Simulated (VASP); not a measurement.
AlN (zinc blende): the lattice constant a from VASP (plane waves, PAW) at several levels of theory. Static lattice.

| level | lattice constant a (Å) |
|---|---|
| LDA | 4.347 |
| PBE | 4.402 |
| PBEsol | 4.378 |
| revPBE | 4.420 |
| PW91 | 4.400 |
| PBE-D3 (zero damping) | 4.381 |
| optB86b-vdW | 4.390 |
| vdW-DF2 | 4.441 |
| vdW-DF-cx | 4.388 |
| TPSS | 4.388 |
| MS2 | 4.365 |
| SCAN | 4.362 |
| r2SCAN | 4.368 |

The cell of the LDA run:

```yaml
crystal:
  lattice:
    - [0.00000, 2.17364, 2.17364]
    - [2.17364, 0.00000, 2.17364]
    - [2.17364, 2.17364, 0.00000]
  atoms:
    - { symbol: Al, position: [0.00000, 0.00000, 0.00000] }
    - { symbol: N, position: [0.25000, 0.25000, 0.25000] }
```

Only levels that ran to the end are used. Left out are those held back, those with too coarse a band path, GW runs whose mesh misses a band edge, hybrids' fits of cells that aren't cubic and levels without matching references; a question may draw on a part of the rest.

The compound is AlN in the zinc blende structure, a metastable form; wurtzite is the usual one.
